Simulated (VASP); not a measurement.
Level of theory: PBE GGA, VASP's PBE PAW potentials (set 64) (plane waves; VASP 6.6.1).

VASP input:

### KPOINTS
```
Automatic mesh
0
Gamma
15 15 8
0 0 0
```

**INCAR**
```
SYSTEM = Co
PREC = Accurate; ENCUT = 480; LREAL = .FALSE.
LASPH = .TRUE.
EDIFF = 1E-6; NELM = 100; ALGO = Normal
LMAXMIX = 4
ISMEAR = 1; SIGMA = 0.1
GGA = PE
MAGMOM = 1.8 1.8
ISPIN = 2
IBRION = 2; NSW = 60; ISIF = 3
EDIFFG = -0.01
LWAVE = .FALSE.; LCHARG = .FALSE.; LORBIT = 10
```

POSCAR:
```
Co
1.0
  2.5100000000   0.0000000000   0.0000000000
 -1.2550000000   2.1737240000   0.0000000000
  0.0000000000   0.0000000000   4.0700000000
Co
2
Cartesian
  1.2550012550   0.7245739421   3.0525000000
 -0.0000012550   1.4491500579   1.0175000000
```

POTCAR, in this order: Co (PBE.64 set). Program: vasp_std.

What VASP printed:

File OSZICAR:
```
       N       E                     dE             d eps       ncg     rms          rms(c)
DAV:   1     0.778565556788E+02    0.77857E+02   -0.79344E+03  8204   0.150E+03
DAV:   2    -0.140593371635E+02   -0.91916E+02   -0.85176E+02  8121   0.249E+02
DAV:   3    -0.161484902219E+02   -0.20892E+01   -0.20303E+01  9605   0.536E+01
DAV:   4    -0.161807840717E+02   -0.32294E-01   -0.32288E-01 11730   0.505E+00
DAV:   5    -0.161810472070E+02   -0.26314E-03   -0.26313E-03  9914   0.433E-01    0.146E+01
DAV:   6    -0.145376272547E+02    0.16434E+01   -0.14140E+01  8625   0.758E+01    0.725E+00
DAV:   7    -0.140969260911E+02    0.44070E+00   -0.19864E+00  9031   0.277E+01    0.380E+00
DAV:   8    -0.140799901700E+02    0.16936E-01   -0.20035E-02 11079   0.161E+00    0.176E+00
DAV:   9    -0.140647972853E+02    0.15193E-01   -0.62269E-03 11595   0.139E+00    0.513E-01
DAV:  10    -0.140647368175E+02    0.60468E-04   -0.11002E-03 11072   0.461E-01    0.129E-01
DAV:  11    -0.140646639072E+02    0.72910E-04   -0.96549E-05 11564   0.147E-01    0.284E-02
DAV:  12    -0.140646619099E+02    0.19973E-05   -0.54232E-06  9004   0.293E-02    0.146E-02
DAV:  13    -0.140646618063E+02    0.10361E-06   -0.14667E-06  5466   0.192E-02
   1 F= -.14064662E+02 E0= -.14064600E+02  d E =-.140647E+02  mag=     3.2812
       N       E                     dE             d eps       ncg     rms          rms(c)
DAV:   1    -0.146101497061E+02   -0.54549E+00   -0.62157E+00  8121   0.451E+01    0.603E+00
DAV:   2    -0.141718452826E+02    0.43830E+00   -0.24647E+00  8618   0.326E+01    0.384E+00
DAV:   3    -0.140777482438E+02    0.94097E-01   -0.28853E-01  8604   0.109E+01    0.162E+00
DAV:   4    -0.140705404360E+02    0.72078E-02   -0.40607E-03 11239   0.831E-01    0.562E-01
DAV:   5    -0.140641080261E+02    0.64324E-02   -0.13578E-03 12298   0.520E-01    0.137E-01
DAV:   6    -0.140640443226E+02    0.63704E-04   -0.23914E-04 10396   0.188E-01    0.556E-02
DAV:   7    -0.140640431896E+02    0.11330E-05   -0.17767E-05  9022   0.602E-02    0.227E-02
DAV:   8    -0.140640402526E+02    0.29370E-05   -0.83118E-07  5465   0.135E-02    0.300E-03
DAV:   9    -0.140640397889E+02    0.46363E-06   -0.17422E-07  4260   0.669E-03
   2 F= -.14064040E+02 E0= -.14064254E+02  d E =0.622017E-03  mag=     3.2110
       N       E                     dE             d eps       ncg     rms          rms(c)
DAV:   1    -0.142110915010E+02   -0.14705E+00   -0.16246E+00  8100   0.238E+01    0.295E+00
DAV:   2    -0.141027575263E+02    0.10833E+00   -0.64762E-01  8534   0.163E+01    0.192E+00
DAV:   3    -0.140768019958E+02    0.25956E-01   -0.75666E-02  8555   0.562E+00    0.818E-01
DAV:   4    -0.140748932513E+02    0.19087E-02   -0.95067E-04 10113   0.402E-01    0.300E-01
DAV:   5    -0.140731387888E+02    0.17545E-02   -0.47265E-04 12250   0.298E-01    0.482E-02
DAV:   6    -0.140731584879E+02   -0.19699E-04   -0.29877E-05  8755   0.596E-02    0.214E-02
DAV:   7    -0.140731624115E+02   -0.39236E-05   -0.42461E-06  8945   0.314E-02    0.157E-02
DAV:   8    -0.140731651981E+02   -0.27866E-05   -0.83273E-07  4431   0.117E-02    0.226E-03
DAV:   9    -0.140731653975E+02   -0.19943E-06   -0.61914E-08  4120   0.303E-03
   3 F= -.14073165E+02 E0= -.14073244E+02  d E =-.850359E-02  mag=     3.2488
       N       E                     dE             d eps       ncg     rms          rms(c)
DAV:   1    -0.140734997443E+02   -0.33455E-03   -0.95415E-03  9024   0.841E-01    0.108E-01
DAV:   2    -0.140732970484E+02    0.20270E-03   -0.14711E-04 10952   0.223E-01    0.556E-02
DAV:   3    -0.140732297142E+02    0.67334E-04   -0.94894E-05  9882   0.116E-01    0.196E-02
DAV:   4    -0.140732323853E+02   -0.26711E-05   -0.82547E-06  9130   0.443E-02    0.432E-03
DAV:   5    -0.140732318415E+02    0.54378E-06   -0.43071E-07  4204   0.127E-02
   4 F= -.14073232E+02 E0= -.14073317E+02  d E =-.664441E-04  mag=     3.2472
```

### OUTCAR
```
------------------------ aborting loop because EDIFF is reached ----------------------------------------
  FORCE on cell =-STRESS in cart. coord.  units (eV):
  Direction    XX          YY          ZZ          XY          YZ          ZX
  --------------------------------------------------------------------------------------
  Total        0.0068655      0.0068655     -0.0148249     -0.0000000     -0.0000000      0.0000000
  in kB        0.5076205      0.5076206     -1.0961261     -0.0000000     -0.0000000      0.0000000
  external PRESSURE =      -0.0269616 kB  Pullay stress =       0.0000000 kB
  volume of cell :       21.67
      direct lattice vectors                 reciprocal lattice vectors
     2.492266329  0.000000000  0.000000000     0.401241227  0.231656706  0.000000000
    -1.246133164  2.158366185 -0.000000000    -0.000000000  0.463313411 -0.000000000
    -0.000000000  0.000000000  4.028294184    -0.000000000  0.000000000  0.248244034
 POSITION                                       TOTAL-FORCE (eV/Angst)
 -----------------------------------------------------------------------------------
      1.24613      0.71945      3.02122         0.000000     -0.000000      0.000000
     -0.00000      1.43891      1.00707        -0.000000      0.000000      0.000000
 -----------------------------------------------------------------------------------
    total drift:                                0.000015     -0.000009     -0.000022
  FREE ENERGIE OF THE ION-ELECTRON SYSTEM (eV)
  ---------------------------------------------------
  free  energy   TOTEN  =       -14.0732318415 eV

  energy  without entropy=      -14.0734869007  energy(sigma->0) =      -14.07331686

 total charge

# of ion       s       p       d       tot
------------------------------------------
    1        0.490   0.522   7.263   8.276
    2        0.490   0.522   7.263   8.276
--------------------------------------------------
tot          0.980   1.045  14.527  16.551

 magnetization (x)

# of ion       s       p       d       tot
------------------------------------------
    1       -0.014  -0.053   1.710   1.643
    2       -0.014  -0.053   1.710   1.643
--------------------------------------------------
tot         -0.028  -0.106   3.419   3.285

 reached required accuracy - stopping structural energy minimisation
```
(Selected blocks of OUTCAR.)

**CONTCAR**
```
Co
   1.00000000000000
     2.4922663285835385    0.0000000000000000    0.0000000000000000
    -1.2461331642917692    2.1583661850305762   -0.0000000000000000
    -0.0000000000000000    0.0000000000000000    4.0282941840729451
  Co
     2
Direct
     0.6666669999999968    0.3333330000000032    0.7500000000000000
     0.3333330000000032    0.6666669999999968    0.2500000000000000
```

**OUTCAR**
```
 val. band max:       10.2459432251   @ k =   0.4667   0.0667   0.2500

 cond. band min:      10.2547715446   @ k =   0.2000   0.1333   0.1250


 Fermi energy:        10.2532434943

 spin component 1

 k-point     1 :       0.0000    0.0000    0.0000
  band No.  band energies     occupation
      1       1.3575      1.00000
      2       5.1372      1.00000
      3       7.6601      1.00000
      4       7.6755      1.00000
      5       7.6755      1.00000
      6       7.9880      1.00000
      7       7.9880      1.00000
      8       8.3330      1.00000
      9       8.3330      1.00000
     10       9.4359      1.00000
     11       9.4359      1.00000
     12      10.2061      0.85396
     13      16.6436      0.00000
     14      32.2543      0.00000
     15      34.8244      0.00000

 k-point     2 :       0.0667    0.0000    0.0000
  band No.  band energies     occupation
      1       1.5137      1.00000
      2       5.2314      1.00000
      3       7.4922      1.00000
      4       7.7484      1.00000
      5       7.8224      1.00000
      6       7.9539      1.00000
      7       8.0525      1.00000
      8       8.2488      1.00000
      9       8.2869      1.00000
     10       8.8377      1.00000
     11       9.4558      1.00000
     12      10.9944     -0.00000
     13      16.6705      0.00000
     14      31.0639      0.00000
     15      32.9991      0.00000

 k-point     3 :       0.1333    0.0000    0.0000
  band No.  band energies     occupation
      1       1.9719      1.00000
      2       5.4838      1.00000
      3       7.2791      1.00000
      4       7.8015      1.00000
      5       7.8295      1.00000
      6       7.9587      1.00000
      7       8.0385      1.00000
      8       8.1657      1.00000
      9       8.2376      1.00000
     10       8.3963      1.00000
     11       9.5031      1.00000
     12      12.2048     -0.00000
     13      16.7603      0.00000
...
```

Energy and stress use the plane-wave basis of the starting cell.

The compound is Co in the hcp structure. This run relaxes it. Symmetry was kept, so distortions that lower it aren't found.
